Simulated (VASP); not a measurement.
Input:

```
AgBiCs2Br6
1.0
    0.00000     5.66421     5.66421
    5.66421     0.00000     5.66421
    5.66421     5.66421     0.00000
Cs Ag Bi Br
2 1 1 6
Direct
  0.75000   0.75000   0.75000
  0.25000   0.25000   0.25000
  0.50000   0.50000   0.50000
  0.00000   0.00000   0.00000
  0.74800   0.25200   0.25200
  0.25200   0.74800   0.74800
  0.25200   0.74800   0.25200
  0.74800   0.25200   0.74800
  0.25200   0.25200   0.74800
  0.74800   0.74800   0.25200
```

All values below come from r2SCAN meta-GGA, VASP's PBE PAW potentials (set 64) (plane waves; VASP). Numerical set-up: 400 eV cut-off, 4×4×4 Γ-centred mesh, tetrahedra with Blöchl corrections, potentials Cs_sv Ag Bi_d Br.

Unless said otherwise, spin-orbit coupling is left out, though it shifts the bands of the heavy elements here.

**Question.** Give the energies of bands 33 to 46 at the high-symmetry points, in eV from the valence-band maximum.

**Answer.** 
| band | Γ | X | U | L | W |
|---|---|---|---|---|---|
| 33 | -1.86 | -2.13 | -2.18 | -2.24 | -2.12 |
| 34 | -1.86 | -2.12 | -2.13 | -1.99 | -2.12 |
| 35 | -1.86 | -2.12 | -1.96 | -1.80 | -2.12 |
| 36 | -1.67 | -2.03 | -1.84 | -1.80 | -1.76 |
| 37 | -1.67 | -1.83 | -1.78 | -1.59 | -1.76 |
| 38 | -1.67 | -1.83 | -1.76 | -1.57 | -1.72 |
| 39 | -1.26 | -1.57 | -1.59 | -1.56 | -1.57 |
| 40 | -1.26 | -1.57 | -1.56 | -1.56 | -1.50 |
| 41 | -1.26 | -1.28 | -1.43 | -1.42 | -1.50 |
| 42 | -0.65 | -0.66 | -0.99 | -1.25 | -1.23 |
| 43 | -0.65 | 0.00 | -0.20 | -1.25 | -0.10 |
| 44 | 2.62 | 3.07 | 2.64 | 1.65 | 2.94 |
| 45 | 2.62 | 3.07 | 3.32 | 3.89 | 3.25 |
| 46 | 2.62 | 3.40 | 3.53 | 3.89 | 3.25 |

The gap is indirect, 1.65 eV, from the valence maximum at X to the conduction minimum at L.

The structure comes from a computed database's Cs2AgBiBr6 entry (Fm-3m); how it stands against other phases isn't given here. It was relaxed first.
